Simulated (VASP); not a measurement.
An input for Ansatz (written as the equivalent of a VASP run, and not itself run):

Ansatz 0.2 input:
```yaml
crystal:
  lattice:
    - [3.8383393, 0.0000000, 0.0000000]
    - [0.0000000, 3.8383393, 0.0000000]
    - [0.0000000, 0.0000000, 4.7370929]
  atoms:
    - { symbol: Sn, position: [0.5000000, 0.0000000, 0.7549254] }
    - { symbol: Sn, position: [0.0000000, 0.5000000, 0.2450746] }
    - { symbol: O, position: [0.5000000, 0.5000000, 0.0000000] }
    - { symbol: O, position: [0.0000000, 0.0000000, 0.0000000] }
kpoints:
  mp_grid: { grid: [5, 5, 4] }
hamiltonian:
  xc: pbe
  dispersion: d3bj
  pseudopotentials: { kind: paw }
scf:
  occupations: { method: gaussian, width: 0.05 }
  max_iter: 100
relax:
  max_steps: 60
  f_tol: 0.02
  cell: {}
output: { forces: true, stress: true, eigenvalues: true }
```

Problem. Translate this input to VASP (INCAR, KPOINTS, POSCAR, choice of POTCAR).

Solution. Several could match; the one computed here: 
### KPOINTS
```
Automatic
0
gamma
5 5 4
0 0 0
```

POSCAR:
```
SnO
1
    3.8383393218     0.0000000000     0.0000000000
    0.0000000000     3.8383393218    -0.0000000000
    0.0000000000     0.0000000000     4.7370929499
Sn O
2 2
Direct
  0.5000000000   0.0000000000   0.7549254302
  0.0000000000   0.5000000000   0.2450745698
  0.5000000000   0.5000000000   0.0000000000
  0.0000000000   0.0000000000   0.0000000000
```

INCAR:
```
! general
SYSTEM  = SnO
PREC    = Accurate
ENCUT   = 520
LREAL   = .False.
LASPH   = .True.

! electronic loop
EDIFF   = 1E-6
NELM    = 100
ALGO    = Normal
LMAXMIX = 4

! smearing
ISMEAR  = 0
SIGMA   = 0.05

! functional
GGA     = PE
IVDW    = 12

! ions
IBRION  = 2
NSW     = 60
ISIF    = 3
EDIFFG  = -0.02

! output
LWAVE   = .False.
LCHARG  = .False.
```

POTCAR, in this order: Sn_d O (PBE.64 set). Program: vasp_std.

The two are equivalent in intent, not identical: each code has its own PAW files, so the cut-off isn't converted (ENCUT is set for VASP's; basis.ecutwfc is left out, and Ansatz then takes the one that its files recommend); Ansatz stops its SCF on the density residual and VASP on the energy change (EDIFF).

The compound is SnO in the litharge structure. It was relaxed first. The start is the result of an earlier pass.
